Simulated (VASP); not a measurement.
System: InP (zinc blende type, first atom moved by 0.06 Å along [111]), 2 atoms in the cell.

```xyz
2
Lattice="0.0000 2.9800 2.9800 2.9800 0.0000 2.9800 2.9800 2.9800 0.0000" Properties=species:S:1:pos:R:3 pbc="T T T"
In    0.0346    0.0346    0.0346
P     1.4900    1.4900    1.4900
```

Code and potentials: VASP, In_d/P, 332 eV. Settings: k-mesh 4×4×4 Γ-centred; Fermi–Dirac smearing of 0.05 eV; no spin polarisation; no spin–orbit coupling. For HSE06: HFSCREEN = 0.208; HFRCUT = 0; PRECFOCK = Normal.

Plain PBE gives:

```json
{"Pressure": "-0.13 GPa", "Gap on the mesh": "0.36 eV"}
```

```csv
atom,Fx (eV/Å),Fy (eV/Å),Fz (eV/Å)
In1,-0.278,-0.278,-0.278
P2,0.278,0.278,0.278
```

Task: What changes under HSE06?

Result: The pressure goes down by 2.00 GPa to -2.13 GPa; the gap increases by 0.79 eV to 1.15 eV; the forces move by 17 meV/Å (rms):

```json
{"atom": "In1", "Fx (eV/Å)": "-0.288", "Fy (eV/Å)": "-0.288", "Fz (eV/Å)": "-0.288"}
{"atom": "P2", "Fx (eV/Å)": "0.288", "Fy (eV/Å)": "0.288", "Fz (eV/Å)": "0.288"}
```

VASP prints the stress at a fixed plane-wave basis, so it holds the Pulay stress of this cutoff.

The k-mesh is modest, so these values aren't fully converged in k. Spin–orbit coupling is left out; with heavy elements it can shift the gap and split levels by tenths of an eV. Potentials made with PBE were used with another functional (at least in: VASP, In_d/P, 332 eV (HSE06)). Semilocal functionals give gaps that mostly lie well below measured ones.
